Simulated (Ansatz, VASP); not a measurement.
# Cross-check of SiC between VASP and Ansatz, part 2 of 3

Aim: how closely do two programs agree when they are given the same cell, functional and k mesh? The cell is taken from a series of runs on this material, whose earlier steps may have relaxed, scaled, displaced or heated it; both programs get it as it stands.

VASP 6.6.1 and Ansatz 0.2.0.

So far: The structure; Ansatz: zone-centre phonons, LDA.

### 3. VASP: zone-centre phonons, LDA

Level of this step: LDA; plane waves and PAW (C, Si) (VASP).

The same cell, functional (in two slightly different forms) and mesh now go to VASP, with its own data sets.

Lines of VASP's logs that name or quote its potential files are left out, and so is its time.

INCAR reads:

```
SYSTEM = SiC
PREC = Accurate
ENCUT = 600
EDIFF = 1E-08
NELM = 120
ISMEAR = 0
SIGMA = 0.01
LREAL = .FALSE.
ALGO = Normal
GGA = CA
NBANDS = 24
LORBIT = 11
LWAVE = .FALSE.
LCHARG = .FALSE.
ISIF = 2
IBRION = 8
LEPSILON = .TRUE.
LASPH = .TRUE.
GGA_COMPAT = .FALSE.
EFERMI = MIDGAP
KPAR = 2
```

POSCAR reads:

```
SiC
1.0
    2.9751371349      0.0000000000      0.0000000000
   -1.4875685674      2.5765443386      0.0000000000
    0.0000000000      0.0000000000      9.7346570506
C Si
4 4
Direct
    0.6666666667      0.3333333333      0.7498191549
    0.3333333333      0.6666666667      0.2498191549
    0.0000000000      0.0000000000      0.5004335933
    0.0000000000      0.0000000000      0.0004335933
    0.6666666667      0.3333333333      0.9377898633
    0.3333333333      0.6666666667      0.4377898633
    0.0000000000      0.0000000000      0.6879563883
    0.0000000000      0.0000000000      0.1879563883
```

KPOINTS reads:

```
Automatic mesh
0
Gamma
9 9 4
0 0 0
```

The projector-augmented-wave data sets are C and Si (LDA family, release 64).

Started as:

```bash
$ mpirun -np 2 vasp_std
```

What it wrote:

```text
[banner, memory and clock lines left out]
running    2 mpi-ranks, on    1 nodes
 distrk:  each k-point on    1 cores,    2 groups
 distr:  one band on    1 cores,    1 groups

 POSCAR found type information on POSCAR C Si
 POSCAR found :  2 types and       8 ions
 LDA part: xc-table for (Slater(with rela. corr.)+CA(PZ))
 , standard interpolation
 POSCAR, INCAR and KPOINTS ok, starting setup
 FFT: planning ... GRIDC
 FFT: planning ... GRID_SOFT
 FFT: planning ... GRID
 WAVECAR not read
 entering main loop
       N       E                     dE             d eps       ncg     rms          rms(c)
DAV:   1     0.832784424893E+02    0.83278E+02   -0.16449E+04  1728   0.137E+03
DAV:   2    -0.687207489129E+02   -0.15200E+03   -0.14143E+03  2448   0.217E+02
DAV:   3    -0.755520937791E+02   -0.68313E+01   -0.67954E+01  2296   0.447E+01
DAV:   4    -0.756316396419E+02   -0.79546E-01   -0.79494E-01  2224   0.588E+00
DAV:   5    -0.756330244551E+02   -0.13848E-02   -0.13846E-02  2280   0.725E-01    0.205E+01
DAV:   6    -0.666189795958E+02    0.90140E+01   -0.25097E+01  2200   0.232E+01    0.957E+00
DAV:   7    -0.662245738244E+02    0.39441E+00   -0.27374E+00  2344   0.785E+00    0.363E+00
DAV:   8    -0.661532692751E+02    0.71305E-01   -0.17231E-01  2104   0.205E+00    0.112E+00
DAV:   9    -0.661429679939E+02    0.10301E-01   -0.20659E-02  2240   0.777E-01    0.161E-01
DAV:  10    -0.661430321396E+02   -0.64146E-04   -0.93144E-04  2168   0.180E-01    0.817E-02
DAV:  11    -0.661430384078E+02   -0.62683E-05   -0.24406E-05  2312   0.334E-02    0.286E-02
DAV:  12    -0.661430339412E+02    0.44666E-05   -0.90594E-06  2176   0.155E-02    0.661E-03
DAV:  13    -0.661430332771E+02    0.66408E-06   -0.22742E-06  2264   0.701E-03    0.110E-03
DAV:  14    -0.661430332974E+02   -0.20304E-07   -0.10661E-07  2296   0.194E-03    0.103E-03
DAV:  15    -0.661430333057E+02   -0.82428E-08   -0.23204E-09  1592   0.318E-04
   1 F= -.66143033E+02 E0= -.66143033E+02  d E =0.000000E+00
 Linear response reoptimize wavefunctions to high precision
DAV:   1    -0.661430333092E+02   -0.34943E-08   -0.83007E-10  1544   0.170E-04
DAV:   2    -0.661430333092E+02   -0.27285E-10   -0.14410E-10  1440   0.779E-05
 Linear response G [H, r] |phi>, progress :
  Direction:   1
       N       E                     dE             d eps       ncg     rms
RMM:   1    -0.150148789356E+03   -0.15015E+03    0.31159E+01  4469   0.745E+01
RMM:   2    -0.102937226514E+03    0.47212E+02   -0.15076E+01  2957   0.219E+01
RMM:   3    -0.103058781279E+03   -0.12155E+00   -0.26822E-01  3120   0.277E+00
RMM:   4    -0.103059866306E+03   -0.10850E-02   -0.10394E-02  3290   0.453E-01
RMM:   5    -0.103059766383E+03    0.99924E-04   -0.10191E-03  3258   0.947E-02
RMM:   6    -0.103059764268E+03    0.21145E-05   -0.49718E-04  3358   0.271E-02
RMM:   7    -0.103059763460E+03    0.80800E-06   -0.46651E-04  3270   0.122E-02
RMM:   8    -0.103059766592E+03   -0.31316E-05   -0.63117E-04  3348   0.890E-03
RMM:   9    -0.103059772948E+03   -0.63564E-05   -0.78452E-04  3119   0.804E-03
RMM:  10    -0.103059772032E+03    0.91656E-06   -0.64107E-04  2696   0.777E-03
RMM:  11    -0.103059771610E+03    0.42108E-06   -0.63889E-04  2471   0.768E-03
RMM:  12    -0.103059768837E+03    0.27733E-05   -0.44668E-04  2417   0.766E-03
 Linear response G [H, r] |phi>, progress :
  Direction:   2
       N       E                     dE             d eps       ncg     rms
RMM:   1    -0.171594092784E+03   -0.17159E+03   -0.30532E+02  4360   0.708E+01
RMM:   2    -0.129594948351E+03    0.41999E+02   -0.11522E+01  2939   0.197E+01
RMM:   3    -0.129697593887E+03   -0.10265E+00   -0.16779E-01  3077   0.231E+00
RMM:   4    -0.129699190225E+03   -0.15963E-02   -0.36018E-03  3264   0.348E-01
RMM:   5    -0.129699289257E+03   -0.99033E-04   -0.92862E-05  3237   0.644E-02
RMM:   6    -0.129699288819E+03    0.43856E-06    0.80121E-05  3320   0.175E-02
RMM:   7    -0.129699285870E+03    0.29489E-05    0.11435E-04  3252   0.869E-03
RMM:   8    -0.129699283000E+03    0.28700E-05    0.12477E-04  3268   0.708E-03
RMM:   9    -0.129699277738E+03    0.52621E-05   -0.16887E-04  3018   0.675E-03
RMM:  10    -0.129699289705E+03   -0.11967E-04   -0.40604E-04  2561   0.666E-03
RMM:  11    -0.129699297889E+03   -0.81844E-05   -0.29477E-05  2370   0.663E-03
 Linear response G [H, r] |phi>, progress :
  Direction:   3
       N       E                     dE             d eps       ncg     rms
RMM:   1    -0.193752213528E+03   -0.19375E+03   -0.32691E+02  4508   0.752E+01
RMM:   2    -0.116089918053E+03    0.77662E+02   -0.16325E+01  2941   0.223E+01
RMM:   3    -0.116199225001E+03   -0.10931E+00   -0.34413E-01  3050   0.268E+00
RMM:   4    -0.116192539978E+03    0.66850E-02   -0.25672E-02  3238   0.407E-01
RMM:   5    -0.116191118401E+03    0.14216E-02   -0.47236E-03  3244   0.809E-02
RMM:   6    -0.116190843447E+03    0.27495E-03   -0.15520E-03  3308   0.218E-02
[...]
first order change of Fermi-energy   0.18218E+00
 force on displaced ion       1 direction 3 :  -0.000   0.000 -32.967
 Born effective charge ion    1 direction 3 :   0.000   0.000  -2.821
 Linear response progress:
  Degree of freedom:   3/  8
       N       E                     dE             d eps       ncg     rms          rms(c)
RMM:   1    -0.131617974361E+00   -0.13162E+00    0.54196E-02 16665   0.173E+00
[...]
RMM:  15    -0.145820074243E+00   -0.25512E-08   -0.62252E-07  2685   0.164E-04    0.672E-08
 first order change of Fermi-energy   0.31123E+00
 force on displaced ion       3 direction 3 :   0.000  -0.000 -33.429
 Born effective charge ion    3 direction 3 :   0.000   0.000  -2.886
 Linear response progress:
  Degree of freedom:   5/  8
       N       E                     dE             d eps       ncg     rms          rms(c)
RMM:   1    -0.187591806597E-01   -0.18759E-01   -0.54431E-03 18809   0.814E-01
RMM:   2    -0.154305689066E-01    0.33286E-02   -0.10674E-03 12849   0.211E-01    0.148E-01
RMM:   3    -0.153245102465E-01    0.10606E-03    0.19096E-04 13366   0.605E-02    0.840E-02
RMM:   4    -0.154398890312E-01   -0.11538E-03    0.18421E-04 12969   0.577E-02    0.919E-03
RMM:   5    -0.154482131417E-01   -0.83241E-05   -0.41012E-05 13719   0.119E-02    0.231E-03
RMM:   6    -0.154471190798E-01    0.10941E-05    0.21559E-07 14091   0.153E-03    0.959E-04
RMM:   7    -0.154459378437E-01    0.11812E-05    0.74314E-07 14241   0.410E-04    0.114E-04
RMM:   8    -0.154458324976E-01    0.10535E-06   -0.29654E-07 14313   0.134E-04    0.269E-05
RMM:   9    -0.154458744726E-01   -0.41975E-07   -0.75312E-08 14526   0.700E-05    0.388E-06
RMM:  10    -0.154458775526E-01   -0.30799E-08   -0.57497E-09 14767   0.489E-05    0.196E-06
 first order change of Fermi-energy  -0.42275E+00
 force on displaced ion       5 direction 1 : -24.491  -0.001   0.000
 Born effective charge ion    5 direction 1 :   2.743  -0.000   0.000
 Linear response progress:
  Degree of freedom:   6/  8
       N       E                     dE             d eps       ncg     rms          rms(c)
RMM:   1    -0.500941986229E-01   -0.50094E-01    0.46951E-02  5692   0.133E+00
RMM:   2    -0.385408619292E-01    0.11553E-01   -0.52547E-03  3407   0.407E-01    0.179E-01
RMM:   3    -0.377896373081E-01    0.75122E-03   -0.16038E-03  3676   0.130E-01    0.993E-02
RMM:   4    -0.375453926818E-01    0.24424E-03   -0.80476E-04  3810   0.868E-02    0.320E-02
RMM:   5    -0.375128760136E-01    0.32517E-04   -0.66992E-05  3812   0.282E-02    0.701E-03
RMM:   6    -0.375269518765E-01   -0.14076E-04   -0.18156E-05  3683   0.954E-03    0.283E-03
RMM:   7    -0.375261941183E-01    0.75776E-06   -0.43084E-06  3738   0.308E-03    0.836E-04
RMM:   8    -0.375276303406E-01   -0.14362E-05   -0.15557E-06  3797   0.953E-04    0.264E-04
RMM:   9    -0.375275819555E-01    0.48385E-07   -0.13460E-06  3846   0.256E-04    0.128E-04
RMM:  10    -0.375277223147E-01   -0.14036E-06   -0.18140E-06  3820   0.191E-04    0.217E-05
RMM:  11    -0.375276377830E-01    0.84532E-07   -0.14431E-06  3847   0.102E-04    0.691E-06
RMM:  12    -0.375276435001E-01   -0.57171E-08   -0.61296E-07  3919   0.699E-05    0.418E-06
RMM:  13    -0.375276533547E-01   -0.98546E-08   -0.66403E-07  3827   0.639E-05    0.967E-07
RMM:  14    -0.375276493221E-01    0.40326E-08   -0.63224E-07  3583   0.628E-05    0.219E-07
RMM:  15    -0.375276250742E-01    0.24248E-07   -0.36329E-07  2895   0.621E-05    0.135E-07
RMM:  16    -0.375276334103E-01   -0.83361E-08   -0.34841E-07  2610   0.618E-05    0.511E-08
 first order change of Fermi-energy  -0.41546E+00
 force on displaced ion       5 direction 3 :   0.000  -0.000 -36.662
 Born effective charge ion    5 direction 3 :   0.000   0.000   2.700
 Linear response progress:
  Degree of freedom:   7/  8
       N       E                     dE             d eps       ncg     rms          rms(c)
RMM:   1    -0.189215186235E-01   -0.18922E-01   -0.56293E-03 18694   0.818E-01
RMM:   2    -0.155614975324E-01    0.33600E-02   -0.17478E-03 12868   0.213E-01    0.147E-01
RMM:   3    -0.154603171912E-01    0.10118E-03   -0.45158E-04 13449   0.609E-02    0.840E-02
RMM:   4    -0.155734302513E-01   -0.11311E-03   -0.42731E-04 12995   0.578E-02    0.909E-03
RMM:   5    -0.155144642934E-01    0.58966E-04    0.24104E-05 13738   0.120E-02    0.234E-03
RMM:   6    -0.155200071776E-01   -0.55429E-05   -0.29560E-07 14113   0.157E-03    0.959E-04
RMM:   7    -0.155190368985E-01    0.97028E-06   -0.11316E-06 14231   0.416E-04    0.127E-04
RMM:   8    -0.155186921414E-01    0.34476E-06    0.26594E-07 14345   0.149E-04    0.276E-05
RMM:   9    -0.155187934895E-01   -0.10135E-06   -0.10554E-07 14513   0.800E-05    0.417E-06
RMM:  10    -0.155187972444E-01   -0.37550E-08   -0.13342E-07 14804   0.589E-05    0.204E-06
RMM:  11    -0.155187982104E-01   -0.96598E-09   -0.96471E-08 13568   0.543E-05    0.468E-07
 first order change of Fermi-energy   0.43942E+00
 force on displaced ion       7 direction 1 : -24.805  -0.001   0.000
 Born effective charge ion    7 direction 1 :   2.753  -0.000  -0.000
 Linear response progress:
  Degree of freedom:   8/  8
       N       E                     dE             d eps       ncg     rms          rms(c)
RMM:   1    -0.518096616006E-01   -0.51810E-01    0.30903E-02  5721   0.133E+00
RMM:   2    -0.386255187815E-01    0.13184E-01   -0.67683E-03  3421   0.412E-01    0.180E-01
RMM:   3    -0.377721771026E-01    0.85334E-03   -0.24889E-03  3689   0.134E-01    0.997E-02
RMM:   4    -0.375772889829E-01    0.19489E-03   -0.23715E-03  3796   0.881E-02    0.328E-02
RMM:   5    -0.374734156094E-01    0.10387E-03   -0.92453E-04  3812   0.294E-02    0.744E-03
RMM:   6    -0.374178667209E-01    0.55549E-04   -0.16618E-04  3677   0.999E-03    0.296E-03
RMM:   7    -0.374019759131E-01    0.15891E-04   -0.40019E-07  3739   0.334E-03    0.888E-04
RMM:   8    -0.374037115307E-01   -0.17356E-05    0.13663E-06  3790   0.101E-03    0.314E-04
RMM:   9    -0.374040805339E-01   -0.36900E-06   -0.64797E-08  3821   0.290E-04    0.139E-04
RMM:  10    -0.374043027320E-01   -0.22220E-06   -0.18723E-06  3798   0.207E-04    0.234E-05
RMM:  11    -0.374043322333E-01   -0.29501E-07   -0.16186E-06  3843   0.113E-04    0.717E-06
RMM:  12    -0.374043420978E-01   -0.98645E-08   -0.29388E-06  3919   0.766E-05    0.403E-06
RMM:  13    -0.374043337069E-01    0.83909E-08   -0.27235E-06  3825   0.698E-05    0.144E-06
RMM:  14    -0.374043550705E-01   -0.21364E-07   -0.32250E-06  3722   0.688E-05    0.260E-07
RMM:  15    -0.374042528076E-01    0.10226E-06   -0.19983E-06  3033   0.679E-05    0.130E-07
RMM:  16    -0.374042223961E-01    0.30412E-07   -0.18264E-06  2576   0.675E-05    0.515E-08
 first order change of Fermi-energy  -0.77940E-01
 force on displaced ion       7 direction 3 :   0.000  -0.000 -36.705
 Born effective charge ion    7 direction 3 :   0.000   0.000   3.008
 Born effective charges drift removed
 Linear response finished
```

(Continued in part 3 of 3.)

[Lines on the potential files, build, host, timing and source positions are cut from VASP's logs without a mark.]

[Logs are printed without paths, hosts, clocks, repeated set-up lines and the standing remarks that a program may print on its own settings, such as how far it seeks lower states.]

[Hosts, paths, dates, database ids (printed as entryN), source tags and the programs' standing remarks are cut or masked in the printed files.]
